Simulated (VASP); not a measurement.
Input:

```
YN
1.0
    0.00000     2.48490     2.48490
    2.44817     0.00000     2.48490
    2.44817     2.48490     0.00000
Y N
1 1
Direct
  0.00000   0.00000   0.00000
  0.50000   0.50000   0.50000
```

Calculation: r2SCAN meta-GGA, VASP's PBE PAW potentials (set 64) (plane waves; VASP 6.6.1). Numerical set-up: 600 eV cut-off, 8×8×8 Γ-centred mesh, Gaussian smearing of 0.050 eV, potentials Y_sv N.

Question: Predict the energy per atom (σ→0), pressure.

Answer: 
```json
{
  "energy per atom (σ→0)": "-1612.6 kJ/mol of atoms",
  "pressure": "-4.63 GPa"
}
```

The absolute energy has meaning only against runs of the same code, potentials and settings.

The compound is YN in the rock salt structure. This cell was strained or had an atom moved on purpose.
